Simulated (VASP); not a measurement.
All values below come from PBE GGA, VASP's PBE PAW potentials (set 64) (plane waves; VASP).

VASP input:

**INCAR**
```
SYSTEM = HfB2
PREC = Accurate
ENCUT = 600
EDIFF = 1E-7
NELM = 100
ALGO = Normal
LREAL = .FALSE.
LASPH = .TRUE.
ISMEAR = 1
SIGMA = 0.1
GGA = PE
LMAXMIX = 6
LWAVE = .FALSE.
LCHARG = .FALSE.
ISIF = 2
```

**KPOINTS**
```
Automatic mesh
0
Gamma
10 10 8
```

File POSCAR:
```
HfB2
1
    1.5706953296    -2.7205243464     0.0000000000
    1.5706953296     2.7205243464     0.0000000000
    0.0000000000     0.0000000000     3.4913938521
Hf B
1 2
Direct
  0.0000000000   1.0000000000   0.0000000000
  0.3333330000   0.6666670000   0.5000000000
  0.6666670000   0.3333330000   0.5000000000
```

POTCAR, in this order: Hf_pv B (PBE.64 set). Program: vasp_std.

Task: What will the output report for the number of irreducible k-points (NKPTS), number of bands (NBANDS), largest plane-wave count, number of space-group operations, FFT grid (NGX, NGY, NGZ)?

Result: 
```yaml
number of irreducible k-points (NKPTS): 70
number of bands (NBANDS): 12
largest_plane_wave_count: 1010
number_of_space_group_operations: 24
FFT grid (NGX, NGY, NGZ): 28 × 28 × 28
```

The compound is HfB2 in the AlB2 type structure. It was relaxed first.
